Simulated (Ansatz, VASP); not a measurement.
# Cross-check of C (Diamond) between VASP and Ansatz, part 2 of 2

Aim: how closely do two programs agree when they are given the same cell, functional and k mesh? The cell is taken from a series of runs on this material, whose earlier steps may have relaxed, scaled, displaced or heated it; both programs get it as it stands.

VASP 6.6.1 and Ansatz 0.2.0.

So far: Set-up; VASP: zone-centre phonons, r2SCAN, pair 1.

## Step 3: Ansatz: zone-centre phonons, r2SCAN, pair 1

Level of this step: Ansatz beside VASP: Kohn-Sham DFT, plane waves, r2SCAN (Ansatz).

Ansatz runs on its default PAW (the set named soft_2) files.

The same cell, functional and mesh now go to Ansatz, which takes its cutoff from its data sets.

Contents of input.yaml:

```yaml
crystal:
  lattice:
    - [0.0, 1.77119932, 1.77119932]
    - [1.77119932, 0.0, 1.77119932]
    - [1.77119932, 1.77119932, 0.0]
  atoms:
    - { symbol: C, position: [0.0, 0.0, 0.0] }
    - { symbol: C, position: [0.25, 0.25, 0.25] }
kpoints:
  mp_grid: { grid: [10, 10, 10] }
hamiltonian:
  xc: r2scan
scf:
  occupations: { method: fixed }
output:
  eigenvalues: true
phonons:
  method: dfpt
  dielectric: true
  rigid_motions: translations
```

The run is started by

```bash
> ansatz run input.yaml --threads 4 --pin off --max-ram 15360MiB --backend cpu --events-out ev --progress --plain --runs-dir out
```

Numbers of over 12 decimals in the logs are rounded to 6 here.

The log of the run:

```text
Engine: ansatz 0.2.0, aarch64-unknown-linux-gnu
Pseudopotentials: kind: paw
Pseudopotential: C, paw, valence charge 4, recommended cutoff 500 eV (meta_gga), C.paw.azcp
Functional definition: r2SCAN
  parameter k0 = 0.174
  parameter k1 = 0.065
  parameter a1 = 4.9479
  exchange = r2scan_x(k0 = k0, k1 = k1, a1 = a1)
  correlation = r2scan_c
Crystal: 2 atoms, lattice volume = 11.113 Å³
Basis set: ecut = 500 eV, 283 PW (Γ), exchange–correlation on 100×100×100 points (125 copies of the dense FFT grid, shifted against one another)
Bands: 8, of which v1, the nominal top of the filled ones, is band 4 counted from 1 (3 counted from 0)
Symmetry: 48 space group operations
k-points: 171 of 1000 (irreducible under 4 space group operations, time reversal used)
Non-local potential: C, projectors of the file, l = 0: 2, l = 1: 2, l = 2: 1
PAW form: soft (Blöchl's): semilocal exchange-correlation on the pseudo side does not see the compensation charge
PAW frozen core: C, regenerated for the run's functional (the file was generated under x = pbe(κ = 0.804, μ = 0.219515), c = pbe(β = 0.066725))
PAW one-centre angular grid: C, 302 points (default); XC on 239 of its mesh's 2573 points in the sphere
Initial density: superposition of atomic densities (neutral atoms: chi_scale 0, normalization atom), corrected by the library's trained network
Initial wavefunctions: pseudopotential atomic-orbital guess
Functional: x = r2scan, c = r2scan; τ floored in thin density (d = 2e-4 eV/Å³)
SCF iter   1: F=—  HF=-503.050051 eV  |F-HF|=—  |Δ(HF+E_count)|=         —  Δρ=8.90e-3  dr2=2.41e-3  dr2_τ=4.05e-1  ethr=1.77e-3  ⟨swp⟩=4.0  Hψ=8255  notcnv=0  defer=252
preconditioner: auto → none  [insulator: Δε(μ)=4.375 eV  Ē_g=21.097 eV  n_scr=0 (ndim 8)  ℏωp=31.5 eV  f_vac=0.000  ε∞_Penn≈3.2]
SCF iter   2: F=—  HF=-503.107730 eV  |F-HF|=—  |Δ(HF+E_count)|=   5.77e-2  Δρ=5.61e-3  dr2=9.68e-4  dr2_τ=6.04e-5  ethr=3.01e-5  ⟨swp⟩=2.7  Hψ=3926  notcnv=0  defer=333
SCF iter   3: F=—  HF=-503.107761 eV  |F-HF|=—  |Δ(HF+E_count)|=   3.08e-5  Δρ=1.79e-3  dr2=1.06e-4  dr2_τ=1.60e-5  ethr=1.21e-5  ⟨swp⟩=3.0  Hψ=2332  notcnv=0  defer=337
SCF iter   4: F=—  HF=-503.107791 eV  |F-HF|=—  |Δ(HF+E_count)|=   3.04e-5  Δρ=3.29e-4  dr2=3.57e-6  dr2_τ=2.46e-7  ethr=1.33e-6  ⟨swp⟩=1.8  Hψ=1791  notcnv=0  defer=23
SCF iter   5: F=—  HF=-503.107793 eV  |F-HF|=—  |Δ(HF+E_count)|=   1.36e-6  Δρ=7.75e-5  dr2=2.01e-7  dr2_τ=2.21e-8  ethr=4.46e-8  ⟨swp⟩=1.4  Hψ=1583  notcnv=0
SCF iter   6: F=—  HF=-503.107794 eV  |F-HF|=—  |Δ(HF+E_count)|=   9.77e-7  Δρ=3.96e-6  dr2=5.07e-10  dr2_τ=7.90e-11  ethr=2.51e-9  ⟨swp⟩=2.2  Hψ=2044  notcnv=0
SCF iter   7: F=-503.107794 eV  HF=-503.107794 eV  |F-HF|=1.02e-12  |Δ(HF+E_count)|=  4.27e-10  Δρ=1.91e-7  dr2=1.02e-12  dr2_τ=1.25e-13  ethr=1.25e-12  ⟨swp⟩=7.0  Hψ=7400  notcnv=0
SCF 1 converged in 7 iterations: F = -503.107794 eV  dr2 = 1.02e-12
  greatest PAW one-centre occupation: 0.662 electrons in one spin orbital (limit 2), on the C atom at site 1 (counted from 0), in its partial waves of l = 0
NSCF: frozen V_eff on 2 k-points
DFPT response loops at Γ: preconditioner auto → none (the input reference at scf.mixing.eps_inf says where Resta's filter doesn't serve); β = 0.50; Broyden in place of MSR1
── the response to a field inside a basis, on 10×10×10 k-points: an SCF that follows is theirs, and a resumed run solves both again ──
Bands: 5, of which v1, the nominal top of the filled ones, is band 4 counted from 1 (3 counted from 0)
k-points: 110 of 1000 (irreducible under 12 space group operations)
Initial density: handed on by an earlier stage of this run
Initial wavefunctions: pseudopotential atomic-orbital guess (no wavefunctions were taken with the density)
Eigensolver: Dense (110 Hₖ)
SCF iter   1: F=—  HF=-503.107182 eV  |F-HF|=—  |Δ(HF+E_count)|=         —  Δρ=1.38e-4  dr2=2.95e-7  dr2_τ=9.62e-7  ethr=1.00e-1
preconditioner: auto → none  [insulator: Δε(μ)=4.740 eV  Ē_g=17.112 eV  n_scr=0 (ndim 8)  ℏωp=31.5 eV  f_vac=0.000  ε∞_Penn≈4.4]
SCF iter   2: F=-503.107184 eV  HF=-503.107184 eV  |F-HF|=2.58e-7  |Δ(HF+E_count)|=   1.52e-6  Δρ=7.22e-5  dr2=8.21e-8  dr2_τ=2.69e-8  ethr=3.69e-9
SCF 1 converged in 2 iterations: F = -503.107184 eV  dr2 = 8.21e-8
DFPT response loops at Γ: mixed as the last ones told, above
SCF converged after 7 iterations
Free energy (F): -503.107794 eV
Harris-Foulkes:  -503.107794 eV  (|F-HF|=1.02e-12)
Internal energy: -503.107794 eV  (E = F + TS)
E sigma→0 (E₀):  -503.107794 eV
Fermi energy:    13.662839 eV
--- Per-component energies (eV) ---
  E_band       = 32.213568
  E_kinetic    = 185.596407
  E_local      = -119.683823  (includes V_loc(G=0)·N_el)
  E_nonlocal   = 52.779948
  E_hartree    = 26.405922
  E_xc         = -96.243288
  E_vxc        = -133.014210  (∫ρ·V_xc dr)
  E_paw        = -201.561065  (= ΣΔE_a)
  E_vpaw       = -13.292861  (= ΣTr[D̂ρ^β])
  E_aug_tail   = 0.000009  (compensation charges beyond the density's cutoff)
  E_vtau       = 7.016259  (kinetic-family band-sum trace: ∫τ·v_τ [+ j·A + Jᵃ·Aᵃ] dr)
  E_ewald      = -350.352357
  E_core_change = -0.049547  (= ΣΔE_core)
  E_smearing   = -0.000000  (= −TS)
  E_closure    = -0.000000  (closes the sum)
  Σ components = -503.107794   (vs F -503.107794, Δ=0.00e0)
--- Band table (eV; the first three rows and the last of 171) ---
  k-point 0: bands = ["-9.2955", "13.6628", "13.6628", "13.6628", "19.6012", "19.6012", "19.6012", "27.9294"]
  k-point 1: bands = ["-9.0025", "11.8458", "13.1780", "13.1780", "20.2390", "20.2390", "20.6356", "28.2042"]
  k-point 2: bands = ["-8.1291", "8.4011", "12.2302", "12.2302", "21.4626", "21.4626", "21.9329", "28.9617"]
  k-point 170: bands = ["-0.5400", "1.4370", "4.4317", "6.2154", "23.7727", "24.9431", "27.6149", "27.8747"]
--- Phonons (Γ-DFPT): 1 representative perturbation + reference, on 171 of 1000 k-points (Σ response iterations 5) ---
  k mesh reduced under 4 symmetry operations, with k and −k counted as one. Each operation leaves every solved perturbation unchanged. A smaller set is not considered because the functional reads the kinetic-energy density
  ASR residual: 4.440e-4 → 0.000e0 eV/Å²; symmetrization residual: 4.974e-14 eV/Å²
  ASR residual per site (eV/Å²): 4.44e-4 4.44e-4
  Γ frequencies (cm⁻¹): 0.00 0.00 0.00 1343.66 1343.66 1343.66
  ε∞ (high-frequency dielectric tensor):
        5.753870    -0.000000    -0.000000
       -0.000000     5.753870     0.000000
       -0.000000     0.000000     5.753870
  ε⁰ (static dielectric tensor: ions relaxed, cell fixed):
        5.753870    -0.000000    -0.000000
       -0.000000     5.753870     0.000000
       -0.000000     0.000000     5.753870
  ε⁰ − ε∞ (ionic part):
        0.000000    -0.000000     0.000000
       -0.000000     0.000000     0.000000
        0.000000     0.000000     0.000000
  softest optical mode at Γ: 1343.66 cm⁻¹; the repairs (sum rule, projections) moved no ω² at Γ by more than (3.17 cm⁻¹)²
  Born effective charges Z* (e; rows j = field, columns β = displacement):
    site 0:
         0.00000    0.00000    0.00000
         0.00000    0.00000   -0.00000
         0.00000    0.00000    0.00000
    site 1:
         0.00000   -0.00000   -0.00000
        -0.00000    0.00000    0.00000
        -0.00000   -0.00000    0.00000
  Z* charge neutrality: 1.852e-4 e pre-enforcement
  solved inside a basis spanned on kpoints, on 10×10×10 k-points, its susceptibility summed on 14×14×14: ε∞ is read to err by 1.5e-2, Z* by 4.1e-3 e (field_mesh: kpoints solves on kpoints)
  optical modes at Γ without the LO–TO term, one row a degenerate level:
      ω (cm⁻¹)  modes    IR ((D/Å)²/amu)
       1343.66      3             0.0000
  optical modes at Γ + LO–TO along q̂ = [1.0000, 0.0000, 0.0000]:
      ω (cm⁻¹)  modes    IR ((D/Å)²/amu)
       1343.66      3             0.0000
  optical modes at Γ + LO–TO along q̂ = [0.0000, 1.0000, 0.0000]:
      ω (cm⁻¹)  modes    IR ((D/Å)²/amu)
       1343.66      3             0.0000
  optical modes at Γ + LO–TO along q̂ = [0.0000, 0.0000, 1.0000]:
      ω (cm⁻¹)  modes    IR ((D/Å)²/amu)
       1343.66      3             0.0000
```

Reading the cycles: dr2 is the Hartree energy of the density residual (eV), the measure of convergence; HF is the Harris–Foulkes estimate of the energy, which meets the free energy F at convergence.

## Step 4: Comparison

Known differences besides the potentials themselves: VASP keeps PBE cores, Ansatz makes them for the functional; fixed occupations in Ansatz, narrow Gaussian smearing in VASP; the cutoff is 500 eV in Ansatz and 660 eV in VASP; VASP uses finite displacements, Ansatz perturbation theory. Total energies have different zeros and are not compared.

Compared:

| quantity | Ansatz | VASP | difference |
| --- | --- | --- | --- |
| optical mode 1 to 3 (cm⁻¹) | 1343.7 | 1346.0 | -0.17 % |

Modes are paired by rising frequency, not by their patterns, so a pair may set unlike modes beside each other; they are those without the splitting of longitudinal modes.

## Step 5: Ansatz: zone-centre phonons, r2SCAN, pair 2

Second derivatives magnify differences that forces hide, and they need a tight electronic threshold. The cell compared in this pair holds 11.45 Å³, against 11.11 Å³ for the pair before.

The cell is taken from a series of runs on this material, whose earlier steps may have relaxed, scaled, displaced or heated it; both programs get it as it stands.

input.yaml, the sections that differ from step 3:

```yaml
crystal:
  lattice:
    - [0.0, 1.789001511, 1.789001511]
    - [1.789001511, 0.0, 1.789001511]
    - [1.789001511, 1.789001511, 0.0]
  atoms:
    - { symbol: C, position: [0.0, 0.0, 0.0] }
    - { symbol: C, position: [0.25, 0.25, 0.25] }
# kpoints, hamiltonian, scf, output, phonons: as in step 3
```

The log of the run:

```text
[...]
Crystal: 2 atoms, lattice volume = 11.451 Å³
Basis set: ecut = 500 eV, 283 PW (Γ), exchange–correlation on 100×100×100 points (125 copies of the dense FFT grid, shifted against one another)
Bands: 8, of which v1, the nominal top of the filled ones, is band 4 counted from 1 (3 counted from 0)
Symmetry: 48 space group operations
k-points: 171 of 1000 (irreducible under 4 space group operations, time reversal used)
[...]
ω (cm⁻¹)  modes    IR ((D/Å)²/amu)
       1304.86      3             0.0000
  optical modes at Γ + LO–TO along q̂ = [1.0000, 0.0000, 0.0000]:
      ω (cm⁻¹)  modes    IR ((D/Å)²/amu)
       1304.86      3             0.0000
  optical modes at Γ + LO–TO along q̂ = [0.0000, 1.0000, 0.0000]:
      ω (cm⁻¹)  modes    IR ((D/Å)²/amu)
       1304.86      3             0.0000
  optical modes at Γ + LO–TO along q̂ = [0.0000, 0.0000, 1.0000]:
      ω (cm⁻¹)  modes    IR ((D/Å)²/amu)
       1304.86      3             0.0000
[key lines of the parts left out:]
SCF converged after 7 iterations
Free energy (F): -503.107952 eV
Fermi energy:    13.118147 eV
```

## Step 6: VASP: zone-centre phonons, r2SCAN, pair 2

The same cell, functional and mesh now go to VASP, with its own data sets.

Contents of INCAR:

```
SYSTEM = C
PREC = Accurate
ENCUT = 660
EDIFF = 1E-08
NELM = 120
ISMEAR = 0
SIGMA = 0.01
LREAL = .FALSE.
ALGO = Normal
METAGGA = R2SCAN
LASPH = .TRUE.
NBANDS = 10
LORBIT = 11
LWAVE = .FALSE.
LCHARG = .FALSE.
ISIF = 2
IBRION = 6
NFREE = 2
POTIM = 0.015
NSW = 1
GGA_COMPAT = .FALSE.
EFERMI = MIDGAP
LMIXTAU = .TRUE.
KPAR = 2
```

Contents of POSCAR:

```
C
1.0
    0.0000000000      1.7890015110      1.7890015110
    1.7890015110      0.0000000000      1.7890015110
    1.7890015110      1.7890015110      0.0000000000
C
2
Direct
    0.0000000000      0.0000000000      0.0000000000
    0.2500000000      0.2500000000      0.2500000000
```

Contents of KPOINTS:

```
Automatic mesh
0
Gamma
10 10 10
0 0 0
```

Potentials, in the order of the species: C (PBE family, release 64).

The run is started by

```bash
> mpirun -np 2 vasp_std
```

The log of the run:

```text
[banner, memory and clock lines left out]
running    2 mpi-ranks, on    1 nodes
[...]
[... a notice as in an earlier step ...]

 LDA part: xc-table for (None), standard interpolation
 POSCAR, INCAR and KPOINTS ok, starting setup
[...]
entering main loop
       N       E                     dE             d eps       ncg     rms          rms(c)
DAV:   1     0.113216372596E+01    0.11322E+01   -0.56694E+03   948   0.978E+02
DAV:   2    -0.215031346657E+02   -0.22635E+02   -0.21845E+02  1282   0.145E+02
DAV:   3    -0.219403718324E+02   -0.43724E+00   -0.43604E+00  1130   0.161E+01
DAV:   4    -0.219412307987E+02   -0.85897E-03   -0.85892E-03  1012   0.796E-01
[...]
DAV:  18    -0.196663944093E+02   -0.35202E-07   -0.38178E-09   666   0.719E-04    0.224E-04
DAV:  19    -0.196663943572E+02    0.52090E-07   -0.11252E-09   480   0.442E-04    0.199E-05
DAV:  20    -0.196663943630E+02   -0.58427E-08   -0.34575E-11   478   0.714E-05
   1 F= -.19666394E+02 E0= -.19666394E+02  d E =0.000000E+00
[...]
DAV:   9    -0.196621494979E+02   -0.40225E-07   -0.16590E-08  3480   0.139E-03    0.296E-05
DAV:  10    -0.196621494920E+02    0.58633E-08   -0.12122E-09  1806   0.376E-04
   2 F= -.19662149E+02 E0= -.19662149E+02  d E =0.000000E+00
 Finite differences progress:
  Degree of freedom:   1/  1
  Displacement:        1/  2
  Total:               1/  2
[...]
N       E                     dE             d eps       ncg     rms          rms(c)
DAV:   1    -0.196600785056E+02    0.20710E-02   -0.12676E+00  3426   0.872E+00    0.232E-01
DAV:   2    -0.196617343101E+02   -0.16558E-02   -0.92224E-03  3934   0.942E-01    0.151E-01
DAV:   3    -0.196587593549E+02    0.29750E-02   -0.33048E-03  3488   0.592E-01    0.570E-02
DAV:   4    -0.196621019129E+02   -0.33426E-02   -0.17247E-03  3502   0.405E-01    0.126E-02
[...]
DAV:   9    -0.196621494786E+02   -0.29795E-07   -0.63075E-08  3476   0.274E-03    0.108E-04
DAV:  10    -0.196621494984E+02   -0.19801E-07   -0.32571E-09  1934   0.597E-04    0.571E-05
DAV:  11    -0.196621494963E+02    0.21377E-08   -0.27456E-10  1782   0.175E-04
   3 F= -.19662149E+02 E0= -.19662149E+02  d E =0.000000E+00
 Finite differences progress:
  Degree of freedom:   1/  1
  Displacement:        2/  2
  Total:               2/  2
```

From OUTCAR (step 6):

```text
  Total       -0.4560434     -0.4525054     -0.4525054      0.0000000     -0.0252400      0.0000000
  in kB      -63.8049909    -63.3099940    -63.3099940      0.0000000     -3.5313261      0.0000000
  external PRESSURE =     -63.4749929 kB  Pullay stress =       0.0000000 kB

 POSITION                                       TOTAL-FORCE (eV/Angst)
 -----------------------------------------------------------------------------------
     -0.01500      0.00000      0.00000         0.565836     -0.000000     -0.000000
      0.89450      0.89450      0.89450        -0.565836      0.000000      0.000000
 -----------------------------------------------------------------------------------
    total drift:                                0.000001     -0.000000     -0.000000

  FREE ENERGIE OF THE ION-ELECTRON SYSTEM (eV)
  ---------------------------------------------------
  free  energy   TOTEN  =       -19.6621494963 eV

  energy  without entropy=      -19.6621494963  energy(sigma->0) =      -19.66214950

[... 1 part as in an earlier step ...]

[... 2 further parts left out ...]
[key lines of the parts left out:]
E-fermi :  11.8651
```

Levels, forces or a CONTCAR printed for this step are those of its last displaced cell, not of the structure at rest.

## Step 7: Side by side

Both answers:

| quantity | Ansatz | VASP | difference |
| --- | --- | --- | --- |
| optical mode 1 to 3 (cm⁻¹) | 1304.9 | 1306.9 | -0.16 % |

Modes are paired by rising frequency, not by their patterns, so a pair may set unlike modes beside each other; they are those without the splitting of longitudinal modes.

## Step 8: Results

```json
{"r.m.s. difference of the optical zone-centre modes, each program's sorted by frequency (zone-centre phonons, r2SCAN, pair 1)": "2.3 cm⁻¹", "r.m.s. difference of the optical zone-centre modes, each program's sorted by frequency (zone-centre phonons, r2SCAN, pair 2)": "2.1 cm⁻¹"}
```

**Reading.** The r.m.s. difference of the optical zone-centre modes, each program's sorted by frequency is 2.3 cm⁻¹ (zone-centre phonons, r2SCAN, pair 1). Such differences can come from data sets, numerical settings and the points named under the comparisons, not from the functional's error against experiment.

[Lines on the potential files, build, host, timing and source positions are cut from VASP's logs without a mark.]

[Logs are printed without paths, hosts, clocks, repeated set-up lines and the standing remarks that a program may print on its own settings, such as how far it seeks lower states.]

[Hosts, paths, dates, database ids (printed as entryN), source tags and the programs' standing remarks are cut or masked in the printed files.]
